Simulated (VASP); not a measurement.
K₂S (antifluorite), at 0.96 of the tabulated volume:

```
K2S
1.0
    0.00000     3.65493     3.65493
    3.65493     0.00000     3.65493
    3.65493     3.65493     0.00000
K S
2 1
Direct
  0.25000   0.25000   0.25000
  0.75000   0.75000   0.75000
  0.00000   0.00000   0.00000
```

The lowest empty band near Γ, direction [110], from PBE with spin-orbit coupling in VASP (PAW); its two spin partners are averaged. The gap over the points computed is 2.46 eV, and the next band on that side lies 2.99 eV away at the edge.

Numerical set-up: 400 eV cut-off, 6×6×6 Γ-centred mesh, Gaussian smearing of 0.050 eV, potentials K_sv S.

```csv
distance from the edge in k (1/Å),distance in energy (meV)
0.018,3.4
0.025,6.5
0.035,12.8
0.050,26.2
0.070,51.0
```

Fit E(1 + αE) = ħ²k²/2m* (ħ²/2m0 = 3.810 eV Å²) and predict the row at 0.095 1/Å.

The rows don't resolve α, so a parabola serves: the electron mass is m* = 0.365 m0, and so 94.1 meV. The run gave 93.0 meV, -1.1 meV from the fit.

Left out are points under 3 meV from the edge, since the levels carry 0.1 meV, and points farther than half the way to the next band.

The compound is K2S in the antifluorite structure. The cell was not relaxed at this level.
